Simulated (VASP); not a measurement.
# XPS shifts in Ru2Au3, part 3 of 3

Aim: how the core levels of Ru2Au3 differ from atom to atom, with and without the screening of the hole.

VASP 6.6.1, plane waves and PAW; the level of theory is named at each step.

So far. Step 2 (Relaxation): The forces on the free atoms are under 0.05 eV/Å.

## Step 4: Core hole, atom Au4

This step: final-state core hole with the electron kept at the Fermi level, PBE; plane waves and PAW (Au, Au, Ru_pv) (VASP 6.6.1).

A core electron of Au4 (4f) is moved to the Fermi level; this atom comes first in POSCAR as a species of its own.

INCAR

```
SYSTEM = Ru2Au3
PREC = Normal
ENCUT = 330
EDIFF = 1E-05
NELM = 120
ISMEAR = 0
SIGMA = 0.1
LREAL = Auto
ALGO = Fast
GGA = PE
NBANDS = 151
LWAVE = .FALSE.
LCHARG = .FALSE.
KPAR = 2
NCORE = 4
ICORELEVEL = 2
CLNT = 1
CLN = 4
CLL = 3
CLZ = 1
ISIF = 0
```

POSCAR

```
Ru2Au3
1.0
    5.8831284195      0.0000000000      0.0000000000
    0.0000000000      5.8831284195      0.0000000000
    0.0000000000      0.0000000000     22.3200000000
Au Au Ru
1 11 8
Direct
    0.5000000000      0.5000000000      0.6640575775
    0.0000000000      0.0000000000      0.6640575775
    0.5000000000      0.0000000000      0.6640575775
    0.0000000000      0.5000000000      0.6640575775
    0.0000000000      0.0000000000      0.5000000000
    0.5000000000      0.0000000000      0.5000000000
    0.0000000000      0.5000000000      0.5000000000
    0.5000000000      0.5000000000      0.5000000000
    0.0000000000      0.0000000000      0.3359424225
    0.5000000000      0.0000000000      0.3359424225
    0.0000000000      0.5000000000      0.3359424225
    0.5000000000      0.5000000000      0.3359424225
    0.2500000000      0.2500000000      0.5810740909
    0.7500000000      0.2500000000      0.5810740909
    0.2500000000      0.7500000000      0.5810740909
    0.7500000000      0.7500000000      0.5810740909
    0.2500000000      0.2500000000      0.4189259091
    0.7500000000      0.2500000000      0.4189259091
    0.2500000000      0.7500000000      0.4189259091
    0.7500000000      0.7500000000      0.4189259091
```

KPOINTS

```
Automatic mesh
0
Gamma
4 4 1
0 0 0
```

Potentials, in the order of the species: Au, Au and Ru_pv (PBE family, release 64).

Run with:

```
$ mpirun -np 8 vasp_std
```

Log:

```text
[banner, memory and clock lines left out]
running    8 mpi-ranks, on    1 nodes
 distrk:  each k-point on    4 cores,    2 groups
 distr:  one band on    4 cores,    1 groups

 POSCAR found type information on POSCAR AuAuRu
 POSCAR found :  3 types and      20 ions
 LDA part: xc-table for (Slater+PW92), standard interpolation
 POSCAR, INCAR and KPOINTS ok, starting setup
 FFT: planning ... GRIDC
 FFT: planning ... GRID_SOFT
 FFT: planning ... GRID
 WAVECAR not read
 entering main loop
       N       E                     dE             d eps       ncg     rms          rms(c)
DAV:   1     0.135165977721E+04    0.13517E+04   -0.10885E+05  2132   0.103E+03
DAV:   2    -0.189223378784E+03   -0.15409E+04   -0.14711E+04  2034   0.308E+02
DAV:   3    -0.252607802001E+03   -0.63384E+02   -0.59933E+02  2017   0.567E+01
DAV:   4    -0.254272533787E+03   -0.16647E+01   -0.16572E+01  2162   0.829E+00
DAV:   5    -0.254346149714E+03   -0.73616E-01   -0.73596E-01  2569   0.153E+00    0.627E+01
RMM:   6    -0.252130345258E+03    0.22158E+01   -0.35703E+01  1887   0.145E+01    0.382E+01
RMM:   7    -0.388282022144E+03   -0.13615E+03   -0.12595E+02  2424   0.223E+01    0.909E+01
RMM:   8    -0.277985717418E+03    0.11030E+03   -0.26736E+01  2041   0.107E+01    0.462E+01
RMM:   9    -0.247765672872E+03    0.30220E+02   -0.32864E+01  2137   0.116E+01    0.189E+01
RMM:  10    -0.247156294832E+03    0.60938E+00   -0.62862E+00  1960   0.525E+00    0.214E+01
RMM:  11    -0.244326522292E+03    0.28298E+01   -0.17118E+00  1902   0.335E+00    0.612E+00
RMM:  12    -0.244605807767E+03   -0.27929E+00   -0.39278E-01  1952   0.128E+00    0.876E+00
RMM:  13    -0.244374045780E+03    0.23176E+00   -0.47698E-02  2000   0.504E-01    0.643E+00
RMM:  14    -0.244356810655E+03    0.17235E-01   -0.41872E-02  2013   0.450E-01    0.583E+00
RMM:  15    -0.244238269288E+03    0.11854E+00   -0.12494E-02  1989   0.235E-01    0.373E+00
RMM:  16    -0.244207037722E+03    0.31232E-01   -0.77949E-03  2044   0.153E-01    0.283E+00
RMM:  17    -0.244176458550E+03    0.30579E-01   -0.78271E-03  2173   0.178E-01    0.140E+00
RMM:  18    -0.244166768132E+03    0.96904E-02   -0.38668E-03  2074   0.122E-01    0.227E-01
RMM:  19    -0.244166887562E+03   -0.11943E-03   -0.61841E-04  2105   0.503E-02    0.231E-01
RMM:  20    -0.244166741093E+03    0.14647E-03   -0.27844E-04  1963   0.359E-02    0.429E-02
RMM:  21    -0.244166806905E+03   -0.65813E-04   -0.10092E-04  1751   0.168E-02    0.127E-02
RMM:  22    -0.244166846269E+03   -0.39364E-04   -0.14493E-05  1219   0.803E-03    0.575E-03
RMM:  23    -0.244166892863E+03   -0.46594E-04   -0.69286E-06  1148   0.559E-03    0.963E-03
RMM:  24    -0.244166924407E+03   -0.31544E-04   -0.42202E-06  1053   0.424E-03    0.339E-03
RMM:  25    -0.244166951825E+03   -0.27418E-04   -0.47790E-06  1140   0.392E-03    0.386E-03
RMM:  26    -0.244166962296E+03   -0.10471E-04   -0.16304E-06   732   0.238E-03    0.599E-03
RMM:  27    -0.244166967971E+03   -0.56749E-05   -0.97488E-07   660   0.214E-03
   1 F= -.24416697E+03 E0= -.24409833E+03  d E =-.137274E+00
```

Wall time 53 s (8 MPI ranks of Intel Xeon Platinum 8259CL at 2.50GHz (Skylake/Cascade Lake), shared host); peak memory 1.7 GiB; 6.9 min of CPU time.

From OUTCAR (step 4):

```text
 Subroutine GETGRP returns: Found  8 space group operations
 (whereof  8 operations were pure point group operations)

The static configuration has the point symmetry C_4v.

 Found      6 irreducible k-points:

   NELECT =     245.0000    total number of electrons

 the core state eigenenergies are
   1-  1s -80781.3380  2s -14277.9649  2p -12344.1204  3s  -3394.6728  3p  -2833.9416
       3d  -2236.5543  4s   -752.6577  4p   -567.5527  4d   -346.0963  4f   -100.4032
       5s   -113.0451  5p    -62.2184
   2-  1s -80744.4710  2s -14240.7446  2p -12306.9570  3s  -3358.0817  3p  -2797.4539
       3d  -2199.7492  4s   -725.5936  4p   -541.8227  4d   -321.4985  4f    -76.9013
       5s   -103.8615  5p    -55.1683
   3-  1s -80744.5020  2s -14240.7769  2p -12306.9891  3s  -3358.1181  3p  -2797.4903
       3d  -2199.7850  4s   -725.6362  4p   -541.8659  4d   -321.5423  4f    -76.9463
       5s   -103.9186  5p    -55.2315
   4-  1s -80744.5020  2s -14240.7769  2p -12306.9891  3s  -3358.1181  3p  -2797.4903
       3d  -2199.7850  4s   -725.6362  4p   -541.8659  4d   -321.5423  4f    -76.9463
       5s   -103.9186  5p    -55.2315
   5-  1s -80745.5465  2s -14241.8636  2p -12308.0746  3s  -3359.1822  3p  -2798.5539
       3d  -2200.8550  4s   -726.6659  4p   -542.8926  4d   -322.5675  4f    -77.9660
       5s   -104.8683  5p    -56.1310
   6-  1s -80745.5226  2s -14241.8406  2p -12308.0514  3s  -3359.1606  3p  -2798.5323
       3d  -2200.8332  4s   -726.6465  4p   -542.8734  4d   -322.5485  4f    -77.9474
       5s   -104.8539  5p    -56.1185
   7-  1s -80745.5226  2s -14241.8406  2p -12308.0514  3s  -3359.1606  3p  -2798.5323
       3d  -2200.8332  4s   -726.6465  4p   -542.8734  4d   -322.5485  4f    -77.9474
       5s   -104.8539  5p    -56.1185
   8-  1s -80745.5403  2s -14241.8585  2p -12308.0694  3s  -3359.1780  3p  -2798.5497
       3d  -2200.8508  4s   -726.6631  4p   -542.8899  4d   -322.5651  4f    -77.9638
       5s   -104.8688  5p    -56.1326
   9-  1s -80744.5073  2s -14240.7797  2p -12306.9921  3s  -3358.1158  3p  -2797.4879
       3d  -2199.7833  4s   -725.6262  4p   -541.8550  4d   -321.5306  4f    -76.9332
       5s   -103.8904  5p    -55.1960
  10-  1s -80744.5344  2s -14240.8066  2p -12307.0190  3s  -3358.1422  3p  -2797.5143
       3d  -2199.8098  4s   -725.6518  4p   -541.8806  4d   -321.5561  4f    -76.9585
       5s   -103.9144  5p    -55.2193
  11-  1s -80744.5344  2s -14240.8066  2p -12307.0190  3s  -3358.1422  3p  -2797.5143
       3d  -2199.8098  4s   -725.6518  4p   -541.8806  4d   -321.5561  4f    -76.9585
       5s   -103.9144  5p    -55.2193
  12-  1s -80744.5324  2s -14240.8047  2p -12307.0172  3s  -3358.1403  3p  -2797.5124
       3d  -2199.8079  4s   -725.6500  4p   -541.8787  4d   -321.5543  4f    -76.9567
       5s   -103.9126  5p    -55.2176
  13-  1s -21928.4128  2s  -3148.6663  2p  -2819.2086  3s   -550.3659  3p   -442.1380
       3d   -268.1236  4s    -71.0315
  14-  1s -21928.4128  2s  -3148.6663  2p  -2819.2086  3s   -550.3659  3p   -442.1380
[...]
20-  1s -21928.5151  2s  -3148.7709  2p  -2819.3133  3s   -550.4614  3p   -442.2335
       3d   -268.2201  4s    -71.1057

 E-fermi :   1.3881

 k-point     1 :       0.0000    0.0000    0.0000
  band No.  band energies     occupation
    ...
    115       1.0123      2.00000
    116       1.2910      1.83060
    117       1.3470      1.43889
    118       1.3725      1.17531
    119       1.4016      0.84837
    120       1.4496      0.38498
    121       1.5010      0.11039
    122       1.5010      0.11039
    123       1.5536      0.01930
    124       1.6059      0.00207
    ...

 k-point     2 :       0.2500    0.0000    0.0000
  band No.  band energies     occupation
    ...
    118       1.0289      2.00000
    119       1.1354      1.99965
    120       1.2800      1.87372
    121       1.3740      1.15884
    122       1.4337      0.51956
    123       1.4717      0.23747
    124       1.6153      0.00131
    125       1.6349      0.00048
    126       1.6752      0.00005
    127       1.7016      0.00001
    ...

 POSITION                                       TOTAL-FORCE (eV/Angst)
 -----------------------------------------------------------------------------------
      2.94156      2.94156     14.82177         0.000000      0.000000      0.936355
      0.00000      0.00000     14.82177         0.000000      0.000000     -0.022439
      2.94156      0.00000     14.82177         0.000000      0.000000     -0.065110
      0.00000      2.94156     14.82177         0.000000      0.000000     -0.065110
      0.00000      0.00000     11.16000         0.000000      0.000000     -0.011323
      2.94156      0.00000     11.16000         0.000000      0.000000      0.055465
      0.00000      2.94156     11.16000         0.000000      0.000000      0.055465
      2.94156      2.94156     11.16000         0.000000      0.000000      0.140266
      0.00000      0.00000      7.49823         0.000000      0.000000      0.025089
      2.94156      0.00000      7.49823         0.000000      0.000000      0.028507
      0.00000      2.94156      7.49823         0.000000      0.000000      0.028507
      2.94156      2.94156      7.49823         0.000000      0.000000     -0.006541
      1.47078      1.47078     12.96957        -0.114446     -0.114446     -0.060988
      4.41235      1.47078     12.96957         0.114446     -0.114446     -0.060988
      1.47078      4.41235     12.96957        -0.114446      0.114446     -0.060988
      4.41235      4.41235     12.96957         0.114446      0.114446     -0.060988
      1.47078      1.47078      9.35043        -0.019501     -0.019501     -0.213794
      4.41235      1.47078      9.35043         0.019501     -0.019501     -0.213794
      1.47078      4.41235      9.35043        -0.019501      0.019501     -0.213794
      4.41235      4.41235      9.35043         0.019501      0.019501     -0.213794
 -----------------------------------------------------------------------------------
    total drift:                                0.000000      0.000000     -0.005924

  FREE ENERGIE OF THE ION-ELECTRON SYSTEM (eV)
  ---------------------------------------------------
  free  energy   TOTEN  =      -244.1669679711 eV

  energy  without entropy=     -244.0296936279  energy(sigma->0) =     -244.09833080

[... 6 parts as in an earlier step ...]

[... 5 further parts left out ...]
```

This run has no spin polarisation.

Numbers from this step:

```yaml
free_energy_toten: -244.1670 eV
energy_at_zero_smearing: -244.0983 eV
fermi_energy: 1.388 eV
```

This is the reference for holes on Au.

## Step 5: Core hole, atom Au3

The same hole on the next atom.

INCAR is that of step 4.

Edit POSCAR of step 4 so:

```diff
@@ -8,6 +8,6 @@
 Direct
-    0.5000000000      0.5000000000      0.6640575775
+    0.0000000000      0.5000000000      0.6640575775
     0.0000000000      0.0000000000      0.6640575775
     0.5000000000      0.0000000000      0.6640575775
-    0.0000000000      0.5000000000      0.6640575775
+    0.5000000000      0.5000000000      0.6640575775
     0.0000000000      0.0000000000      0.5000000000
```

KPOINTS is that of step 4.

Run with:

```
$ mpirun -np 8 vasp_std
```

Log:

```text
[... set-up lines as in an earlier step ...]
 entering main loop
       N       E                     dE             d eps       ncg     rms          rms(c)
DAV:   1     0.135130985917E+04    0.13513E+04   -0.10886E+05  2132   0.103E+03
DAV:   2    -0.189612722779E+03   -0.15409E+04   -0.14709E+04  2042   0.307E+02
DAV:   3    -0.252578922286E+03   -0.62966E+02   -0.59529E+02  2008   0.566E+01
DAV:   4    -0.254271450907E+03   -0.16925E+01   -0.16860E+01  2170   0.833E+00
[...]
RMM:  25    -0.244166951757E+03   -0.26964E-04   -0.49837E-06  1155   0.396E-03    0.283E-03
RMM:  26    -0.244166962978E+03   -0.11221E-04   -0.16471E-06   754   0.236E-03    0.668E-03
RMM:  27    -0.244166968132E+03   -0.51543E-05   -0.93833E-07   636   0.212E-03
   1 F= -.24416697E+03 E0= -.24409833E+03  d E =-.137273E+00
```

Wall time 48 s (8 MPI ranks); peak memory 1.7 GiB; 6.3 min of CPU time.

Parts of OUTCAR (step 5):

```text
 POSITION                                       TOTAL-FORCE (eV/Angst)
 -----------------------------------------------------------------------------------
      0.00000      2.94156     14.82177         0.000000      0.000000      0.936411
      0.00000      0.00000     14.82177         0.000000      0.000000     -0.065076
      2.94156      0.00000     14.82177         0.000000      0.000000     -0.022397
      2.94156      2.94156     14.82177         0.000000      0.000000     -0.065076
      0.00000      0.00000     11.16000         0.000000      0.000000      0.055457
      2.94156      0.00000     11.16000         0.000000      0.000000     -0.011338
      0.00000      2.94156     11.16000         0.000000      0.000000      0.140255
      2.94156      2.94156     11.16000         0.000000      0.000000      0.055457
      0.00000      0.00000      7.49823         0.000000      0.000000      0.028501
      2.94156      0.00000      7.49823         0.000000      0.000000      0.025082
      0.00000      2.94156      7.49823         0.000000      0.000000     -0.006545
      2.94156      2.94156      7.49823         0.000000      0.000000      0.028501
      1.47078      1.47078     12.96957         0.114441     -0.114441     -0.061004
      4.41235      1.47078     12.96957        -0.114441     -0.114441     -0.061004
[...]
-----------------------------------------------------------------------------------
    total drift:                                0.000000      0.000000     -0.005745

  FREE ENERGIE OF THE ION-ELECTRON SYSTEM (eV)
  ---------------------------------------------------
  free  energy   TOTEN  =      -244.1669681323 eV

  energy  without entropy=     -244.0296949608  energy(sigma->0) =     -244.09833155

[... 2 parts as in an earlier step ...]

[... 1 further part left out ...]
[key lines of the parts left out:]
E-fermi :   1.3881
```

Against the hole on Au4 the energy differs by +0.00 eV.

## Step 6: Core hole, atom Au5

The same hole on the next atom.

INCAR is that of step 5.

Edit POSCAR of step 5 so:

```diff
@@ -8,7 +8,7 @@
 Direct
-    0.0000000000      0.5000000000      0.6640575775
+    0.0000000000      0.0000000000      0.5000000000
     0.0000000000      0.0000000000      0.6640575775
     0.5000000000      0.0000000000      0.6640575775
+    0.0000000000      0.5000000000      0.6640575775
     0.5000000000      0.5000000000      0.6640575775
-    0.0000000000      0.0000000000      0.5000000000
     0.5000000000      0.0000000000      0.5000000000
```

KPOINTS is that of step 5.

Run with:

```
$ mpirun -np 8 vasp_std
```

Log:

```text
[... set-up lines as in an earlier step ...]
 entering main loop
       N       E                     dE             d eps       ncg     rms          rms(c)
DAV:   1     0.135264697976E+04    0.13526E+04   -0.10885E+05  2132   0.103E+03
DAV:   2    -0.187150338869E+03   -0.15398E+04   -0.14720E+04  2034   0.308E+02
DAV:   3    -0.251335868726E+03   -0.64186E+02   -0.60387E+02  2024   0.567E+01
DAV:   4    -0.253028629225E+03   -0.16928E+01   -0.16848E+01  2203   0.831E+00
[...]
RMM:  19    -0.243414127068E+03   -0.23055E-04   -0.55622E-06  1141   0.537E-03    0.139E-03
RMM:  20    -0.243414139975E+03   -0.12908E-04   -0.29896E-06  1023   0.347E-03    0.115E-03
RMM:  21    -0.243414144655E+03   -0.46794E-05   -0.15922E-06   860   0.263E-03
   1 F= -.24341414E+03 E0= -.24333579E+03  d E =-.156714E+00
```

The job ended after 38 s (8 MPI ranks; peak memory 1.7 GiB).

From OUTCAR (step 6):

```text
 POSITION                                       TOTAL-FORCE (eV/Angst)
 -----------------------------------------------------------------------------------
      0.00000      0.00000     11.16000         0.000000     -0.000000     -0.000000
      0.00000      0.00000     14.82177         0.000000     -0.000000     -0.082619
      2.94156      0.00000     14.82177         0.000000     -0.000000      0.009197
      0.00000      2.94156     14.82177         0.000000     -0.000000      0.009197
      2.94156      2.94156     14.82177         0.000000     -0.000000     -0.076650
      2.94156      0.00000     11.16000         0.000000     -0.000000     -0.000000
      0.00000      2.94156     11.16000         0.000000     -0.000000     -0.000000
      2.94156      2.94156     11.16000         0.000000     -0.000000     -0.000000
      0.00000      0.00000      7.49823         0.000000     -0.000000      0.082619
      2.94156      0.00000      7.49823         0.000000     -0.000000     -0.009197
      0.00000      2.94156      7.49823         0.000000     -0.000000     -0.009197
      2.94156      2.94156      7.49823         0.000000     -0.000000      0.076650
      1.47078      1.47078     12.96957         0.095362      0.095362      0.423252
      4.41235      1.47078     12.96957        -0.095362      0.095362      0.423252
[...]
-----------------------------------------------------------------------------------
    total drift:                                0.000000      0.000000      0.000000

  FREE ENERGIE OF THE ION-ELECTRON SYSTEM (eV)
  ---------------------------------------------------
  free  energy   TOTEN  =      -243.4141446547 eV

  energy  without entropy=     -243.2574306356  energy(sigma->0) =     -243.33578765

[... 2 parts as in an earlier step ...]

[... 1 further part left out ...]
[key lines of the parts left out:]
E-fermi :   1.3183
```

Against the hole on Au4 the energy differs by +0.76 eV.

## Step 7: Summary

This step: core-level shifts, PBE; plane waves and PAW (VASP 6.6.1).

Derived from the runs above.

A positive shift is a higher binding energy. Cost is wall time times ranks on a shared host. Core-level shifts:

```csv
atom,region,shell,Kohn-Sham level below the Fermi level (eV),initial-state shift (eV),final-state shift (eV),shifts are from,cost (core minutes)
Au4,layer 1,4f,78.33,0,0,Au4,7.07
Au3,layer 1,4f,78.33,0,-7.50e-7,Au4,6.4
Au5,layer 3,4f,79.32,0.9959,0.7625,Au4,5.07
```

## Step 8: Results

- Au5 4f (layer 3), from Au4: initial state +1.00 eV, final state +0.76 eV

**Reading.** Against Au4, Au5 is shifted by +1.00 eV in the initial state and by +0.76 eV with the hole (energies extrapolated to zero smearing). Au3 has the level of the reference atom in both states, as equivalent sites do. Only these atoms were given a hole, so other sites aren't ranked. The difference of the two pictures holds the screening of the hole, but also the cell's limits: holes repeat 5.9 Å apart, and the electron from the core stays in the cell, where it moves the Fermi energy by +0.03 to +0.10 eV, less than the shifts themselves. Cell size, mesh and smearing weren't varied between the hole runs, and no dipole correction was applied to the slab. On their mesh the free atoms carry forces of up to 0.20 eV/Å, since the relaxation used another. The other core electrons are frozen, spin-orbit splitting and multiplets are absent, and only shifts between atoms of one element are meaningful. Not tabulated here, as repeats of values shown or as unfit to read for their mesh, reference level or band range: core levels (core hole).

[Lines on the potential files, build, host, timing and source positions are cut from VASP's logs without a mark.]

[Logs are printed without paths, hosts, clocks, repeated set-up lines and the standing remarks that a program may print on its own settings, such as how far it seeks lower states.]

[Hosts, paths, dates, database ids (printed as entryN), source tags and the programs' standing remarks are cut or masked in the printed files.]
